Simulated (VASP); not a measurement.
Input:

```xyz
2
Lattice="0.0142 2.8319 2.8319 2.8319 0.0142 2.8319 2.8461 2.8461 0.0000" Properties=species:S:1:pos:R:3 pbc="T T T"
Ge     2.8461     2.8461     0.0041
Ge     1.4231     1.4231     1.4119
```

Calculation: PBEsol GGA, VASP's PBE PAW potentials (set 64) (plane waves; VASP 6.6.1). Run with 480 eV cut-off, 10×10×10 Γ-centred mesh, first-order Methfessel-Paxton smearing of 0.10 eV, potentials Ge_d.

Q: What does the run give for the energy per atom (σ→0), band gap (on the k-mesh) with the smallest direct gap where there is one?

A: 
| Quantity | Result |
|---|---|
| band gap (on the k-mesh) | 0.05 eV |
| smallest direct gap (on the k-mesh) | 0.05 eV |
| energy per atom (σ→0) | -4935 meV/atom |

The absolute energy has meaning only against runs of the same code, potentials and settings.

The compound is Ge in the diamond structure. This cell was strained or had an atom moved on purpose. Symmetry was kept, so distortions that lower it aren't found.
